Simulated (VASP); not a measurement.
All values below come from PBE GGA, VASP's PBE PAW potentials (set 64) (plane waves; VASP 6.6.1).

Input for VASP

KPOINTS:
```
Automatic mesh
0
Gamma
1 1 1
0 0 0
```

**INCAR**
```
SYSTEM = GaIn31P32
PREC = Normal
ENCUT = 400
EDIFF = 1E-5
NELM = 100
ALGO = Fast
LREAL = Auto
LASPH = .TRUE.
ISMEAR = 0
SIGMA = 0.05
GGA = PE
LMAXMIX = 4
LWAVE = .TRUE.
LCHARG = .FALSE.
NELMIN = 4
ISYM = 0
IBRION = 2
ISIF = 2
NSW = 60
EDIFFG = -0.03
```

File POSCAR:
```
GaIn31P32
1
   11.9995217336     0.0000000000     0.0000000000
    0.0000000000    11.9995217336    -0.0000000000
   -0.0000000000    -0.0000000000    11.9995217336
In P Ga
31 32 1
Direct
  0.5000000000   0.0000000000   0.0000000000
  0.7500000000   0.2500000000   0.0000000000
  0.7500000000   0.0000000000   0.2500000000
  0.0000000000   0.0000000000   0.0000000000
  0.2500000000   0.2500000000   0.0000000000
  0.5000000000   0.5000000000   0.0000000000
  0.7500000000   0.7500000000   0.0000000000
  0.2500000000   0.0000000000   0.2500000000
  0.5000000000   0.2500000000   0.2500000000
  0.7500000000   0.5000000000   0.2500000000
  0.5000000000   0.0000000000   0.5000000000
  0.7500000000   0.2500000000   0.5000000000
  0.7500000000   0.0000000000   0.7500000000
  0.0000000000   0.5000000000   0.0000000000
  0.2500000000   0.7500000000   0.0000000000
  0.0000000000   0.2500000000   0.2500000000
  0.2500000000   0.5000000000   0.2500000000
  0.5000000000   0.7500000000   0.2500000000
  0.0000000000   0.0000000000   0.5000000000
  0.2500000000   0.2500000000   0.5000000000
  0.7500000000   0.7500000000   0.5000000000
  0.2500000000   0.0000000000   0.7500000000
  0.5000000000   0.2500000000   0.7500000000
  0.7500000000   0.5000000000   0.7500000000
  0.0000000000   0.7500000000   0.2500000000
  0.0000000000   0.5000000000   0.5000000000
  0.2500000000   0.7500000000   0.5000000000
  0.0000000000   0.2500000000   0.7500000000
  0.2500000000   0.5000000000   0.7500000000
  0.5000000000   0.7500000000   0.7500000000
  0.0000000000   0.7500000000   0.7500000000
  0.6250000000   0.1250000000   0.1250000000
  0.8750000000   0.3750000000   0.1250000000
  0.8750000000   0.1250000000   0.3750000000
  0.1250000000   0.1250000000   0.1250000000
  0.3750000000   0.3750000000   0.1250000000
  0.6250000000   0.6250000000   0.1250000000
  0.8750000000   0.8750000000   0.1250000000
  0.3750000000   0.1250000000   0.3750000000
  0.6253970000   0.3789800000   0.3783840000
  0.8750000000   0.6250000000   0.3750000000
  0.6250000000   0.1250000000   0.6250000000
  0.8750000000   0.3750000000   0.6250000000
  0.8750000000   0.1250000000   0.8750000000
  0.1250000000   0.6250000000   0.1250000000
  0.3750000000   0.8750000000   0.1250000000
  0.1250000000   0.3750000000   0.3750000000
  0.3759010000   0.6266260000   0.3753440000
  0.6250000000   0.8750000000   0.3750000000
  0.1250000000   0.1250000000   0.6250000000
  0.3760340000   0.3789900000   0.6264110000
  0.6229730000   0.6215120000   0.6264810000
  0.8750000000   0.8750000000   0.6250000000
  0.3750000000   0.1250000000   0.8750000000
  0.6250000000   0.3750000000   0.8750000000
  0.8750000000   0.6250000000   0.8750000000
  0.1250000000   0.8750000000   0.3750000000
  0.1250000000   0.6250000000   0.6250000000
  0.3750000000   0.8750000000   0.6250000000
  0.1250000000   0.3750000000   0.8750000000
  0.3750000000   0.6250000000   0.8750000000
  0.6250000000   0.8750000000   0.8750000000
  0.1250000000   0.8750000000   0.8750000000
  0.4995470000   0.4976530000   0.5032850000
```

POTCAR, in this order: In P Ga (PBE.64 set). Program: vasp_gam.

The run wrote:

### OSZICAR
```
       N       E                     dE             d eps       ncg     rms          rms(c)
DAV:   1     0.154783798281E+04    0.15478E+04   -0.88062E+04   322   0.109E+03
DAV:   2    -0.811486712105E+02   -0.16290E+04   -0.15574E+04   412   0.194E+02
DAV:   3    -0.271215023995E+03   -0.19007E+03   -0.18762E+03   388   0.691E+01
DAV:   4    -0.277453833377E+03   -0.62388E+01   -0.61971E+01   372   0.146E+01
DAV:   5    -0.277659073558E+03   -0.20524E+00   -0.20481E+00   428   0.266E+00    0.304E+01
RMM:   6    -0.264863759550E+03    0.12795E+02   -0.25128E+01   322   0.637E+00    0.176E+01
RMM:   7    -0.264076536906E+03    0.78722E+00   -0.29296E+01   322   0.661E+00    0.602E+00
RMM:   8    -0.263622499146E+03    0.45404E+00   -0.54192E+00   322   0.365E+00    0.234E+00
RMM:   9    -0.263595609445E+03    0.26890E-01   -0.63737E-01   328   0.146E+00    0.111E+00
RMM:  10    -0.263597023357E+03   -0.14139E-02   -0.11548E-01   366   0.561E-01    0.783E-01
RMM:  11    -0.263596029692E+03    0.99366E-03   -0.10648E-01   322   0.460E-01    0.406E-01
RMM:  12    -0.263594021289E+03    0.20084E-02   -0.10193E-02   322   0.220E-01    0.243E-01
RMM:  13    -0.263593779936E+03    0.24135E-03   -0.23397E-03   325   0.932E-02    0.760E-02
RMM:  14    -0.263593926306E+03   -0.14637E-03   -0.12848E-03   322   0.595E-02    0.600E-02
RMM:  15    -0.263593907315E+03    0.18991E-04   -0.21542E-04   339   0.287E-02    0.192E-02
RMM:  16    -0.263593906484E+03    0.83078E-06   -0.39022E-05   236   0.120E-02
   1 F= -.26359391E+03 E0= -.26359391E+03  d E =-.263594E+03
       N       E                     dE             d eps       ncg     rms          rms(c)
DAV:   1    -0.263708679709E+03   -0.11477E+00   -0.42059E+00   372   0.330E+00    0.106E+00
RMM:   2    -0.263730256348E+03   -0.21577E-01   -0.25064E-01   322   0.967E-01    0.245E-01
RMM:   3    -0.263733673440E+03   -0.34171E-02   -0.42649E-02   325   0.440E-01    0.207E-01
RMM:   4    -0.263733942952E+03   -0.26951E-03   -0.80078E-03   356   0.195E-01    0.161E-01
RMM:   5    -0.263733920883E+03    0.22069E-04   -0.27241E-03   322   0.922E-02    0.650E-02
RMM:   6    -0.263733897563E+03    0.23320E-04   -0.58077E-04   328   0.456E-02    0.246E-02
RMM:   7    -0.263733903969E+03   -0.64059E-05   -0.16042E-04   311   0.207E-02    0.236E-02
RMM:   8    -0.263733908608E+03   -0.46391E-05   -0.26969E-05   223   0.940E-03
   2 F= -.26373391E+03 E0= -.26373391E+03  d E =-.140002E+00
       N       E                     dE             d eps       ncg     rms          rms(c)
DAV:   1    -0.263765494534E+03   -0.31591E-01   -0.73668E+00   338   0.429E+00    0.152E+00
RMM:   2    -0.263802814111E+03   -0.37320E-01   -0.43597E-01   322   0.127E+00    0.333E-01
RMM:   3    -0.263808471627E+03   -0.56575E-02   -0.73742E-02   325   0.578E-01    0.295E-01
RMM:   4    -0.263808855673E+03   -0.38405E-03   -0.13531E-02   350   0.256E-01    0.222E-01
RMM:   5    -0.263808826108E+03    0.29566E-04   -0.43163E-03   322   0.120E-01    0.771E-02
RMM:   6    -0.263808817222E+03    0.88854E-05   -0.95857E-04   337   0.595E-02    0.372E-02
RMM:   7    -0.263808829802E+03   -0.12580E-04   -0.24021E-04   324   0.263E-02    0.362E-02
RMM:   8    -0.263808832858E+03   -0.30560E-05   -0.29463E-05   223   0.109E-02
   3 F= -.26380883E+03 E0= -.26380883E+03  d E =-.214926E+00
       N       E                     dE             d eps       ncg     rms          rms(c)
DAV:   1    -0.263842308775E+03   -0.33479E-01   -0.10909E+00   370   0.176E+00    0.616E-01
RMM:   2    -0.263848157185E+03   -0.58484E-02   -0.80919E-02   322   0.561E-01    0.153E-01
RMM:   3    -0.263849523107E+03   -0.13659E-02   -0.17786E-02   346   0.261E-01    0.136E-01
RMM:   4    -0.263849351829E+03    0.17128E-03   -0.21291E-03   324   0.106E-01    0.697E-02
RMM:   5    -0.263849363392E+03   -0.11563E-04   -0.96846E-04   322   0.595E-02    0.256E-02
RMM:   6    -0.263849350635E+03    0.12756E-04   -0.21918E-04   340   0.289E-02    0.180E-02
RMM:   7    -0.263849358363E+03   -0.77277E-05   -0.10442E-04   303   0.158E-02    0.786E-03
RMM:   8    -0.263849356634E+03    0.17294E-05   -0.25846E-05   211   0.857E-03
   4 F= -.26384936E+03 E0= -.26384936E+03  d E =-.405238E-01
       N       E                     dE             d eps       ncg     rms          rms(c)
DAV:   1    -0.263853164179E+03   -0.38058E-02   -0.11392E+00   354   0.180E+00    0.634E-01
RMM:   2    -0.263859318121E+03   -0.61539E-02   -0.84844E-02   322   0.571E-01    0.158E-01
RMM:   3    -0.263860738852E+03   -0.14207E-02   -0.18584E-02   345   0.266E-01    0.140E-01
RMM:   4    -0.263860560401E+03    0.17845E-03   -0.22565E-03   324   0.108E-01    0.719E-02
RMM:   5    -0.263860573441E+03   -0.13041E-04   -0.10005E-03   322   0.604E-02    0.258E-02
RMM:   6    -0.263860561143E+03    0.12298E-04   -0.23133E-04   337   0.295E-02    0.181E-02
RMM:   7    -0.263860569385E+03   -0.82418E-05   -0.10699E-04   309   0.160E-02    0.787E-03
RMM:   8    -0.263860567719E+03    0.16654E-05   -0.27156E-05   215   0.874E-03
   5 F= -.26386057E+03 E0= -.26386057E+03  d E =-.517349E-01
       N       E                     dE             d eps       ncg     rms          rms(c)
DAV:   1    -0.263860781337E+03   -0.21195E-03   -0.29938E-02   372   0.290E-01    0.991E-02
RMM:   2    -0.263860945515E+03   -0.16418E-03   -0.22062E-03   322   0.926E-02    0.257E-02
RMM:   3    -0.263860980803E+03   -0.35289E-04   -0.46510E-04   343   0.430E-02    0.214E-02
RMM:   4    -0.263860976702E+03    0.41017E-05   -0.60114E-05   274   0.177E-02
   6 F= -.26386098E+03 E0= -.26386098E+03  d E =-.521438E-01
       N       E                     dE             d eps       ncg     rms          rms(c)
DAV:   1    -0.263867710537E+03   -0.67297E-02   -0.49373E-01   346   0.122E+00    0.424E-01
RMM:   2    -0.263870621448E+03   -0.29109E-02   -0.35352E-02   322   0.388E-01    0.935E-02
RMM:   3    -0.263871202788E+03   -0.58134E-03   -0.67435E-03   336   0.182E-01    0.903E-02
RMM:   4    -0.263871160567E+03    0.42221E-04   -0.91019E-04   326   0.764E-02    0.557E-02
RMM:   5    -0.263871151644E+03    0.89236E-05   -0.47343E-04   323   0.417E-02    0.146E-02
RMM:   6    -0.263871147941E+03    0.37032E-05   -0.79629E-05   310   0.201E-02
   7 F= -.26387115E+03 E0= -.26387115E+03  d E =-.101712E-01
       N       E                     dE             d eps       ncg     rms          rms(c)
DAV:   1    -0.263871428413E+03   -0.27677E-03   -0.13993E-01   371   0.650E-01    0.225E-01
RMM:   2    -0.263872281400E+03   -0.85299E-03   -0.10227E-02   322   0.209E-01    0.500E-02
RMM:   3    -0.263872437691E+03   -0.15629E-03   -0.18732E-03   332   0.972E-02    0.493E-02
RMM:   4    -0.263872424964E+03    0.12727E-04   -0.26755E-04   324   0.417E-02    0.285E-02
RMM:   5    -0.263872424518E+03    0.44610E-06   -0.11878E-04   322   0.219E-02    0.719E-03
RMM:   6    -0.263872424477E+03    0.41273E-07   -0.24618E-05   204   0.107E-02
   8 F= -.26387242E+03 E0= -.26387242E+03  d E =-.114478E-01
       N       E                     dE             d eps       ncg     rms          rms(c)
DAV:   1    -0.263873679888E+03   -0.12554E-02   -0.10215E-01   354   0.558E-01    0.202E-01
RMM:   2    -0.263874304674E+03   -0.62479E-03   -0.77891E-03   322   0.182E-01    0.460E-02
RMM:   3    -0.263874435446E+03   -0.13077E-03   -0.15664E-03   338   0.853E-02    0.415E-02
RMM:   4    -0.263874425455E+03    0.99913E-05   -0.20505E-04   325   0.358E-02    0.224E-02
RMM:   5    -0.263874425519E+03   -0.63479E-07   -0.89312E-05   318   0.194E-02
   9 F= -.26387443E+03 E0= -.26387442E+03  d E =-.200104E-02
```

**OUTCAR**
```
------------------------ aborting loop because EDIFF is reached ----------------------------------------
  FORCE on cell =-STRESS in cart. coord.  units (eV):
  Direction    XX          YY          ZZ          XY          YZ          ZX
  --------------------------------------------------------------------------------------
  Total       -4.1507654     -4.0773917     -4.0751839     -0.0148115      0.0182152     -0.0145516
  in kB       -3.8489916     -3.7809524     -3.7789050     -0.0137347      0.0168909     -0.0134937
  external PRESSURE =      -3.8029497 kB  Pullay stress =       0.0000000 kB
  volume of cell :     1727.79
      direct lattice vectors                 reciprocal lattice vectors
    11.999521734  0.000000000  0.000000000     0.083336655  0.000000000  0.000000000
     0.000000000 11.999521734  0.000000000     0.000000000  0.083336655  0.000000000
     0.000000000  0.000000000 11.999521734     0.000000000  0.000000000  0.083336655
  FREE ENERGIE OF THE ION-ELECTRON SYSTEM (eV)
  ---------------------------------------------------
  free  energy   TOTEN  =      -263.8744255187 eV

  energy  without entropy=     -263.8744241610  energy(sigma->0) =     -263.87442484

 reached required accuracy - stopping structural energy minimisation
```
(Selected blocks of OUTCAR.)

CONTCAR:
```
GaIn31P32
   1.00000000000000
    11.9995217336000000    0.0000000000000000    0.0000000000000000
     0.0000000000000000   11.9995217336000000    0.0000000000000000
     0.0000000000000000    0.0000000000000000   11.9995217336000000
  In              P               Ga
    31    32     1
Direct
     0.4999642258391851    0.0003458028463303    0.0000789675279438
     0.7499793817537579    0.2497916974581856    0.0002836037359075
     0.7498984741151428    0.9998233451202001    0.2502538301529627
     0.9999827539791205    0.9999853644879209    0.9999584585785568
     0.2503095268819178    0.2501801871554792    0.0003638944259687
     0.4998724854863993    0.4998492397429877    0.0002533807723739
     0.7498626557261673    0.7499603436729735    0.0000275148631288
     0.2502370024547124    0.0003716769443707    0.2502398580241548
     0.5005121920912292    0.2525519485934681    0.2525610453271280
     0.7478143081972909    0.4999750069927641    0.2524382563889143
     0.4999270929392959    0.0000422904295330    0.4999307105542272
     0.7477865360109862    0.2523348897181882    0.4999439367097177
     0.7498838046133375    0.9999839825575811    0.7499446292278812
     0.9998785308194124    0.4999267686266758    0.0002953420440219
     0.2498385245429848    0.7501576571344865    0.0002707224057692
     0.0002553419390794    0.2502360953434753    0.2502197320314333
     0.2524571255400829    0.5004235708671435    0.2524395979124487
     0.4998199665304495    0.7478496108097162    0.2522513913401687
     0.9997764788956277    0.0001137779043871    0.5000223862768294
     0.2523491405433065    0.2524054559286402    0.5004930662811377
     0.7475107211914220    0.7474801794202021    0.5006335614943465
     0.2500546764375219    0.9999507883141159    0.7499502937666579
     0.4998645494151510    0.2522228361142205    0.7478826148844109
     0.7479484060876892    0.4999550364215472    0.7480970836622904
     0.9999022912408563    0.7500120491249653    0.2501583739205844
     0.0000485805997148    0.4999786036196830    0.4998165179564839
     0.2522555747280777    0.7478889410265481    0.4997253323272025
     0.0001333366066975    0.2498873134846689    0.7499866846354206
     0.2518907093348119    0.5001670989942344    0.7481382684086749
     0.5001413674223377    0.7477965262765647    0.7479804671136433
     0.9999077631292478    0.7501241802363449    0.7498261699711511
     0.6246522329391602    0.1260660196959646    0.1263448292798374
     0.8738504283104757    0.3752909203830393    0.1263150852266209
     0.8738460499383948    0.1262366410338456    0.3752931920754434
     0.1249679903025904    0.1250072428417814    0.1249914155077979
     0.3752108674217125    0.3751045208446826    0.1256726643706054
     0.6249389863331622    0.6249021342337462    0.1252119869998267
     0.8749970197514042    0.8750584158568294    0.1249531871663919
     0.3752841194865881    0.1256401771556254    0.3752380870540925
     0.6176927589783202    0.3826186530073947    0.3826860468631354
     0.8747000872285174    0.6251576528052072    0.3753528335065057
     0.6248836513210355    0.1251898124432300    0.6249182979781277
     0.8750212417531695    0.3750373289944212    0.6250222851446827
     0.8750122196183738    0.1249212702037804    0.8750348334959924
     0.1260228969463957    0.6246468953429112    0.1262469873208871
     0.3753419733442676    0.8740840349408676    0.1262105704365855
     0.1255463515417564    0.3751910535983374    0.3751470275862189
     0.3823800788904765    0.6178799894778698    0.3824048585139432
     0.6250565390070610    0.8746412048865111    0.3754027676702831
     0.1261023145321327    0.1259848415654731    0.6246713443101215
     0.3820204750945529    0.3824331839024164    0.6182179437396617
     0.6176784757041390    0.6175221492565245    0.6182624126131059
     0.8738029336606198    0.8740069306656743    0.6246947826847821
     0.3752403706758292    0.1261656354690421    0.8739179189299817
     0.6249528260313439    0.3748653402523272    0.8752369186163579
     0.8740078370292037    0.6247603862585797    0.8739932351741162
     0.1261024024980098    0.8740955767806187    0.3753145943706800
     0.1250449788099992    0.6251045389560591    0.6247391554877019
     0.3750778684857270    0.8748504425933733    0.6249709356406687
     0.1260541232395172    0.3752376382117870    0.8741184712692593
     0.3749602352971962    0.6250830073425748    0.8752617848663794
     0.6246373166730514    0.8740711686803007    0.8739996776577346
     0.1249174636881432    0.8750666362904365    0.8750065865872867
     0.4997833603746570    0.5000672906611703    0.5005865891336339
```

The supercell is sampled at Γ alone, which is coarse: total energies, pressure and levels can be off, energies of defects by several tenths of an eV.

The cell is a supercell with a defect, built from InP (zinc blende): Ga_In. The run is not spin-polarised, so no state with unpaired spins was tried.
